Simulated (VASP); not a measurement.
An input for Ansatz (written as the equivalent of a VASP run, and not itself run):

Ansatz 0.2 input:
```yaml
crystal:
  lattice:
    - [-1.4890856, 1.4890856, 1.4890856]
    - [1.4890856, -1.4890856, 1.4890856]
    - [1.4890856, 1.4890856, -1.4890856]
  atoms:
    - { symbol: V, position: [1.0000000, 0.0000000, 0.0000000] }
kpoints:
  mp_grid: { grid: [15, 15, 15] }
hamiltonian:
  xc: r2scan
  pseudopotentials: { kind: paw }
scf:
  occupations: { method: methfessel_paxton, width: 0.1 }
  max_iter: 100
relax:
  max_steps: 60
  f_tol: 0.01
  cell: {}
output: { forces: true, stress: true, eigenvalues: true }
```

### Question
Write the VASP files for the same calculation (r2SCAN).

### Answer
This is not unique; one that fits is 
File POSCAR:
```
V
1
   -1.4890856498     1.4890856498     1.4890856498
    1.4890856498    -1.4890856498     1.4890856498
    1.4890856498     1.4890856498    -1.4890856498
V
1
Direct
  1.0000000000   0.0000000000   0.0000000000
```

**KPOINTS**
```
kpoints
0
G
15 15 15
```

### INCAR
```
# general
SYSTEM  = V
PREC    = Accurate
ENCUT   = 400
LREAL   = .FALSE.   # projection in real space or not
LASPH   = .TRUE.   # aspherical one-centre terms

# electronic loop
EDIFF   = 1E-6   # SCF stop (eV)
NELM    = 100
ALGO    = Normal   # blocked Davidson
LMAXMIX = 4   # l cut-off of mixed one-centre charges
LMIXTAU = .TRUE.

# smearing
ISMEAR  = 1   # Methfessel-Paxton
SIGMA   = 0.1   # width (eV)

# functional
METAGGA = R2SCAN

# ions
IBRION  = 2   # conjugate gradients
NSW     = 60
ISIF    = 3
EDIFFG  = -0.01

# output
LWAVE   = .FALSE.
LCHARG  = .FALSE.
```

POTCAR, in this order: V_sv (PBE.64 set). Program: vasp_std.

The two are equivalent in intent, not identical: each code has its own PAW files, so the cut-off isn't converted (ENCUT is set for VASP's; basis.ecutwfc is left out, and Ansatz then takes the one that its files recommend); Ansatz stops its SCF on the density residual and VASP on the energy change (EDIFF).

The compound is V in the bcc structure. It was relaxed first, which changed the volume by -5 %. The start is the result of an earlier pass.
